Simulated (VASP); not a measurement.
Input:

```yaml
crystal:
  lattice:
    - [3.13827, 0.00000, 0.00000]
    - [0.00000, 3.13827, 0.00000]
    - [0.00000, 0.00000, 3.13827]
  atoms:
    - { symbol: Zn, position: [0.50000, 0.50000, 0.50000] }
    - { symbol: Au, position: [0.00000, 0.00000, 0.00000] }
```

These are r2SCAN+rVV10, VASP's PBE PAW potentials (set 64) (plane waves; VASP) values and carry that method's errors. Numerical set-up: 520 eV cut-off, 13×13×13 Γ-centred mesh, tetrahedra with Blöchl corrections, potentials Zn Au.

Task: Give the energies of bands 6 to 14 at the high-symmetry points, in eV from the Fermi level.

Result: 
```json
[
 {"band": "6", "Γ": "-7.81", "X": "-7.64", "M": "-6.75", "R": "-6.85"},
 {"band": "7", "Γ": "-5.79", "X": "-6.18", "M": "-5.40", "R": "-6.85"},
 {"band": "8", "Γ": "-5.79", "X": "-5.66", "M": "-4.38", "R": "-6.85"},
 {"band": "9", "Γ": "-4.01", "X": "-5.25", "M": "-4.38", "R": "-3.36"},
 {"band": "10", "Γ": "-4.01", "X": "-5.25", "M": "-3.41", "R": "-3.36"},
 {"band": "11", "Γ": "-4.01", "X": "-4.18", "M": "-2.11", "R": "1.80"},
 {"band": "12", "Γ": "5.27", "X": "-2.56", "M": "-2.11", "R": "3.80"},
 {"band": "13", "Γ": "5.27", "X": "10.79", "M": "0.84", "R": "3.84"},
 {"band": "14", "Γ": "5.27", "X": "11.57", "M": "2.80", "R": "3.84"}
]
```

It has no gap at this level: it comes out as a metal or semimetal.

The compound is AuZn in the CsCl type structure. It was relaxed first. The electron count is odd and the run is not spin-polarised, which forces a metal.
